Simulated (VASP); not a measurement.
## BaY: relaxation of cell and atoms with RPBE

Crystal: BaY.

```
Ba Y
1.0
     4.45878    0.00000    0.00000
     0.00000    4.45878    0.00000
     0.00000    0.00000    5.84120
Ba Y
2 2
Direct
  0.50000 0.00000 0.30000
  0.00000 0.50000 0.70000
  0.00000 0.00000 0.00000
  0.50000 0.50000 0.00000
```

The cell was built by a generator and needn't be a form met in nature.

```
Program                : VASP 6.6.1
Task                   : relaxation of cell and atoms
Functional             : RPBE
Potentials or basis    : VASP PAW PBE potentials, release 64 (Ba_sv, Y_sv)
Cutoff                 : 600 eV
k mesh                 : 6 × 6 × 5
Occupations            : methfessel-paxton, width 0.2 eV
Spin                   : no spin polarisation
Further INCAR settings : ALGO = Normal; EDIFF = 1e-06; IBRION = 2; EDIFFG = -0.01; NSW = 40; ISIF = 3
```

```
Relaxed volume                         : 45.82 Å³/atom
Relaxed cell                           : a = 5.578 Å, b = 5.578 Å, c = 5.891 Å, α = 90.00°, β = 90.00°, γ = 90.00°
Space group after relaxing (to 0.05 Å) : P4/mmm (No. 123)
Energy gained by relaxing              : 1425.4 meV/atom
Ionic steps                            : 20
Pressure after relaxing                : 0.0 GPa
Largest force after relaxing           : 0.004 eV/Å
Band gap on the k mesh                 : none (metal or under the smearing width)
```

Forces on the atoms (eV/Å):
```
Ba   0.000  0.000  0.004
Ba   0.000  0.000 -0.004
Y    0.000  0.000  0.000
Y    0.000  0.000  0.000
```

The path:
| step | energy change (eV) | largest force (eV/Å) | pressure (GPa) | volume (Å³) |
| --- | --- | --- | --- | --- |
| 1 | 0.0000 | 3.6545 | 19.48 | 116.13 |
| 2 | -4.0667 | 1.3346 | 1.00 | 185.83 |
| 3 | -4.1745 | 1.1673 | 0.07 | 197.76 |
| 4 | -4.1851 | 0.9211 | -1.21 | 223.12 |
| 5 | -4.2114 | 1.0340 | -0.63 | 209.68 |
| 6 | -4.2095 | 1.0561 | -0.51 | 207.45 |
| 7 | -4.3385 | 1.0297 | -0.43 | 203.11 |
| 8 | -4.6915 | 0.9835 | -0.01 | 190.43 |
| 9 | -5.2192 | 0.8372 | 1.68 | 166.54 |
| 10 | -4.0520 | 0.0779 | 11.29 | 124.40 |
| 11 | -5.1807 | 0.7146 | 3.10 | 156.00 |
| 12 | -5.2903 | 0.6051 | 2.83 | 158.01 |
| 13 | -5.5304 | 0.3011 | 2.10 | 164.08 |
| 14 | -5.6548 | 0.2248 | 0.64 | 176.52 |
| 15 | -5.6653 | 0.1123 | 0.94 | 173.90 |
| 16 | -5.6873 | 0.0726 | 0.57 | 177.39 |
| 17 | -5.7016 | 0.0036 | -0.01 | 183.29 |
| 18 | -5.7016 | 0.0015 | -0.02 | 183.48 |
| 19 | -5.7016 | 0.0003 | -0.02 | 183.43 |
| 20 | -5.7018 | 0.0036 | -0.01 | 183.27 |

Final structure:
```cif
data_structure
_symmetry_space_group_name_H-M 'P 1'
_symmetry_Int_Tables_number 1
_cell_length_a 5.5777
_cell_length_b 5.5777
_cell_length_c 5.8907
_cell_angle_alpha 90.000
_cell_angle_beta 90.000
_cell_angle_gamma 90.000
_cell_volume 183.27
loop_
_atom_site_label
_atom_site_type_symbol
_atom_site_fract_x
_atom_site_fract_y
_atom_site_fract_z
_atom_site_occupancy
Ba1 Ba 0.50000 0.00000 0.49963 1
Ba2 Ba 0.00000 0.50000 0.50037 1
Y1 Y 0.00000 0.00000 0.00000 1
Y2 Y 0.50000 0.50000 0.00000 1
```

Levels at points of the mesh, in eV from the Fermi level:
| k point | band 17 | band 18 | band 19 | band 20 | band 21 | band 22 | band 23 | band 24 |
| --- | --- | --- | --- | --- | --- | --- | --- | --- |
| (0.00, 0.00, 0.00) | -3.66 | -1.43 | -1.14 | -0.98 | -0.51 | -0.51 | -0.42 | 1.64 |
| (0.50, 0.00, 0.00) | -2.14 | -2.14 | -0.27 | -0.27 | 0.37 | 0.37 | 0.37 | 0.37 |
| (0.50, 0.50, 0.00) | -1.12 | -1.12 | -0.92 | -0.92 | 0.25 | 0.49 | 0.49 | 0.60 |

It took 10 min on 1 thread of Intel(R) Xeon(R) 6975P-C (Granite Rapids), on a shared host, peak memory 0.31 GiB.

Caveat: the volume moved by over 15 % at a fixed basis, so the end points are rough; the PAW data sets were made with another functional, which shifts forces and pressure a little. The run has no spin-orbit coupling, so splittings on Ba are missing.
